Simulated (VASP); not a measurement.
```
CELL_PARAMETERS angstrom
      1.83713     0.00000     0.00000
      0.00000     1.83713     0.00000
      0.00000     0.00000     1.83713
ATOMIC_POSITIONS crystal
  B  0.00000 0.00000 0.00000
```

These are PBE GGA, VASP's PBE PAW potentials (set 64) (plane waves; VASP 6.6.1) values and carry that method's errors. Settings: 400 eV cut-off, 12×12×12 Γ-centred mesh, Fermi-Dirac smearing of 0.10 eV, potentials B.

Give the energies of bands 1 to 3 at the high-symmetry points, in eV from the Fermi level.

```csv
band,Γ,X,M,R
1,-16.71,-9.03,-2.30,3.47
2,14.32,-6.46,-2.30,3.47
3,14.32,18.52,4.89,3.47
```

It has no gap at this level: it comes out as a metal or semimetal.

The structure was generated: B was put into an ordered model structure, which need not be its known phase. The cell was not relaxed at this level.
